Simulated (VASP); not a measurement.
All values below come from PBE GGA, VASP's PBE PAW potentials (set 64) (plane waves; VASP).

A VASP calculation is set up with these files.

**POSCAR**
```
BAs
1.0
  0.0000000000   2.4082175096   2.4082175096
  2.4082175096   0.0000000000   2.4082175096
  2.4082175096   2.4082175096   0.0000000000
B As
1 1
Cartesian
  0.0000000000   0.0000000000   0.0000000000
  1.2041087548   1.2041087548   1.2041087548
```

### KPOINTS
```
K-points
0
G
 13 13 13
```

### INCAR
```
! general
SYSTEM  =BAs
PREC    =Accurate
ENCUT   =520
LREAL   =.FALSE.
LASPH   =.TRUE.

! electronic loop
EDIFF   =1E-8
NELM    =100
ALGO    =Normal
LMAXMIX =4

! smearing
ISMEAR  =0
SIGMA   =0.01

! functional
GGA     =PE

! ions
IBRION  =8
NSW     =1

! output
LWAVE   =.FALSE.
LCHARG  =.FALSE.

! other
LEPSILON=.TRUE.
```

POTCAR, in this order: B As (PBE.64 set). Program: vasp_std.

The resulting files:

### OUTCAR
```
 ion  position               nearest neighbor table
   1  0.000  0.000  0.000-   2 2.09   2 2.09   2 2.09   2 2.09
   2  0.250  0.250  0.250-   1 2.09   1 2.09   1 2.09   1 2.09
  LATTYP: Found a face centered cubic cell.
 ALAT       =     4.8164350192
 Subroutine PRICEL returns:
 Original cell was already a primitive cell.
 Subroutine GETGRP returns: Found 24 space group operations
The static configuration has the point symmetry T_d .
The dynamic configuration has the point symmetry T_d .
 Subroutine INISYM returns: Found 24 space group operations
 Subroutine IBZKPT returns following result:
 Found     84 irreducible k-points:

 Following reciprocal coordinates:
            Coordinates               Weight
  0.000000  0.000000  0.000000      1.000000
  0.076923  0.000000  0.000000      8.000000
  0.153846  0.000000  0.000000      8.000000
  0.230769  0.000000  0.000000      8.000000
  0.307692  0.000000  0.000000      8.000000
  0.384615  0.000000  0.000000      8.000000
  0.461538  0.000000  0.000000      8.000000
  0.076923  0.076923  0.000000      6.000000
  0.153846  0.076923  0.000000     24.000000
  0.230769  0.076923  0.000000     24.000000
  0.307692  0.076923  0.000000     24.000000
  0.384615  0.076923  0.000000     24.000000
  0.461538  0.076923  0.000000     24.000000
 -0.461538  0.076923  0.000000     24.000000
 -0.384615  0.076923  0.000000     24.000000
 -0.307692  0.076923  0.000000     24.000000
 -0.230769  0.076923  0.000000     24.000000
 -0.153846  0.076923  0.000000     24.000000
 -0.076923  0.076923  0.000000     12.000000
  0.153846  0.153846  0.000000      6.000000
  0.230769  0.153846  0.000000     24.000000
  0.307692  0.153846  0.000000     24.000000
  0.384615  0.153846  0.000000     24.000000
  0.461538  0.153846  0.000000     24.000000
 -0.461538  0.153846  0.000000     24.000000
 -0.384615  0.153846  0.000000     24.000000
 -0.307692  0.153846  0.000000     24.000000
 -0.230769  0.153846  0.000000     24.000000
 -0.153846  0.153846  0.000000     12.000000
  0.230769  0.230769  0.000000      6.000000
  0.307692  0.230769  0.000000     24.000000
  0.384615  0.230769  0.000000     24.000000
  0.461538  0.230769  0.000000     24.000000
 -0.461538  0.230769  0.000000     24.000000
 -0.384615  0.230769  0.000000     24.000000
 -0.307692  0.230769  0.000000     24.000000
 -0.230769  0.230769  0.000000     12.000000
  0.307692  0.307692  0.000000      6.000000
  0.384615  0.307692  0.000000     24.000000
  0.461538  0.307692  0.000000     24.000000
 Subroutine IBZKPT_HF returns following result:
   k-points           NKPTS =     84   k-points in BZ     NKDIM =     84   number of bands    NBANDS=      8
   number of dos      NEDOS =    301   number of ions     NIONS =      2
   total plane-waves  NPLWV =  21952
   dimension x,y,z NGX =    28 NGY =   28 NGZ =   28
   dimension x,y,z NGXF=    56 NGYF=   56 NGZF=   56
   ions per type =               1   1
   PREC   = accura    normal or accurate (medium, high low for compatibility)
   ISTART =      0    job   : 0-new  1-cont  2-samecut
   ICHARG =      2    charge: 1-file 2-atom 10-const
   ISPIN  =      1    spin polarized calculation?
   LNONCOLLINEAR =      F non collinear calculations
   LSORBIT =      F    spin-orbit coupling
   INIWAV =      1    electr: 0-lowe 1-rand  2-diag
   ENCUT  =  520.0 eV  38.22 Ry    6.18 a.u.   6.33  6.33  6.33*2*pi/ulx,y,z
   NELM   =    100;   NELMIN=  2; NELMDL= -5     # of ELM steps
   EDIFF  = 0.1E-07   stopping-criterion for ELM
   LREAL  =      F    real-space projection
   NLSPLINE    = F    spline interpolate recip. space projectors
...
```

### OUTCAR
```


 HEAD OF MICROSCOPIC STATIC DIELECTRIC TENSOR (INDEPENDENT PARTICLE, excluding Hartree and local field effects)
 ------------------------------------------------------
          10.183919     0.000000     0.000000
           0.000000    10.183919     0.000000
           0.000000     0.000000    10.183919
 ------------------------------------------------------

 MACROSCOPIC STATIC DIELECTRIC TENSOR (including local field effects in DFT)
 ------------------------------------------------------
           9.882061    -0.000000    -0.000000
          -0.000000     9.882061    -0.000000
          -0.000000     0.000000     9.882061
 ------------------------------------------------------

 PIEZOELECTRIC TENSOR (including local field effects)  for field in x, y, z        (e  Angst)
          XX          YY          ZZ          XY          YZ          ZX
  --------------------------------------------------------------------------------
  x    -0.00000     0.00000    -0.00000     0.00000     0.11156     0.00000
  y     0.00000    -0.00000     0.00000     0.00000     0.00000     0.11156
  z     0.00000    -0.00000    -0.00000     0.11156     0.00000     0.00000

 PIEZOELECTRIC TENSOR (including local field effects)  for field in x, y, z        (C/m^2)
          XX          YY          ZZ          XY          YZ          ZX
  --------------------------------------------------------------------------------
  x    -0.00000     0.00000    -0.00000     0.00000     0.06399     0.00000
  y     0.00000    -0.00000     0.00000     0.00000     0.00000     0.06399
  z     0.00000    -0.00000    -0.00000     0.06399     0.00000     0.00000

 BORN EFFECTIVE CHARGES (including local field effects) (in |e|, cummulative output)
 ---------------------------------------------------------------------------------
 ion    1
    1    -0.45950    -0.00000    -0.00000
    2     0.00000    -0.45950    -0.00000
    3    -0.00000     0.00000    -0.45950
 ion    2
    1     0.45950     0.00000     0.00000
    2    -0.00000     0.45950     0.00000
    3     0.00000    -0.00000     0.45950

   1 f  =   20.353479 THz   127.884679 2PiTHz  678.918975 cm-1    84.175187 meV

   2 f  =   20.353479 THz   127.884679 2PiTHz  678.918975 cm-1    84.175187 meV

   3 f  =   20.353479 THz   127.884679 2PiTHz  678.918975 cm-1    84.175187 meV

   4 f/i=    0.000716 THz     0.004497 2PiTHz    0.023874 cm-1     0.002960 meV

   5 f/i=    0.000716 THz     0.004497 2PiTHz    0.023874 cm-1     0.002960 meV

   6 f/i=    0.000716 THz     0.004497 2PiTHz    0.023874 cm-1     0.002960 meV

 MACROSCOPIC STATIC DIELECTRIC TENSOR IONIC CONTRIBUTION
 ------------------------------------------------------
           0.085404     0.000000     0.000000
           0.000000     0.085404    -0.000000
           0.000000    -0.000000     0.085404
 ------------------------------------------------------

 ELASTIC MODULI CONTR FROM IONIC RELAXATION (kBar)
 Direction    XX          YY          ZZ          XY          YZ          ZX
 --------------------------------------------------------------------------------
 XX           0.0000      0.0000      0.0000      0.0000      0.0000      0.0000
 YY           0.0000      0.0000      0.0000      0.0000      0.0000      0.0000
 ZZ           0.0000      0.0000      0.0000      0.0000      0.0000      0.0000
 XY           0.0000      0.0000      0.0000   -147.0628      0.0000      0.0000
 YZ           0.0000      0.0000      0.0000      0.0000   -147.0628      0.0000
 ZX           0.0000      0.0000      0.0000      0.0000      0.0000   -147.0628
 --------------------------------------------------------------------------------

 PIEZOELECTRIC TENSOR IONIC CONTR  for field in x, y, z        (C/m^2)
          XX          YY          ZZ          XY          YZ          ZX
  --------------------------------------------------------------------------------
  x     0.00000     0.00000     0.00000    -0.00000    -0.10545    -0.00000
  y     0.00000     0.00000     0.00000    -0.00000     0.00000    -0.10545
  z     0.00000     0.00000     0.00000    -0.10545    -0.00000     0.00000
```
(Selected blocks of OUTCAR.)

File OUTCAR:
```
 val. band max:        5.8566018653   @ k =   0.0000   0.0000   0.0000

 cond. band min:       7.0614460098   @ k =   0.3846   0.3846   0.0000


 Fermi energy:         5.9651885567

 k-point     1 :       0.0000    0.0000    0.0000
  band No.  band energies     occupation
      1      -9.3218      2.00000
      2       5.8566      2.00000
      3       5.8566      2.00000
      4       5.8566      2.00000
      5       9.1026      0.00000
      6       9.1026      0.00000
      7       9.1026      0.00000
      8      10.2319      0.00000

 k-point     2 :       0.0769    0.0000    0.0000
  band No.  band energies     occupation
      1      -9.2267      2.00000
      2       4.9556      2.00000
      3       5.6729      2.00000
      4       5.6729      2.00000
      5       9.2092      0.00000
      6       9.3447      0.00000
      7       9.3447      0.00000
      8      10.8103      0.00000

 k-point     3 :       0.1538    0.0000    0.0000
  band No.  band energies     occupation
      1      -8.9442      2.00000
      2       3.2408      2.00000
      3       5.2669      2.00000
      4       5.2669      2.00000
      5       9.0797      0.00000
      6       9.8760      0.00000
      7       9.8760      0.00000
      8      12.0724      0.00000

 k-point     4 :       0.2308    0.0000    0.0000
  band No.  band energies     occupation
      1      -8.4845      2.00000
      2       1.4331      2.00000
      3       4.8351      2.00000
      4       4.8351      2.00000
      5       8.8497      0.00000
      6      10.3668      0.00000
      7      10.3668      0.00000
      8      13.3083      0.00000

 k-point     5 :       0.3077    0.0000    0.0000
  band No.  band energies     occupation
      1      -7.8741      2.00000
      2      -0.2546      2.00000
      3       4.4739      2.00000
      4       4.4739      2.00000
      5       8.6402      0.00000
      6      10.6132      0.00000
      7      10.6132      0.00000
...
```

The compound is BAs in the zinc blende structure. It was relaxed first.
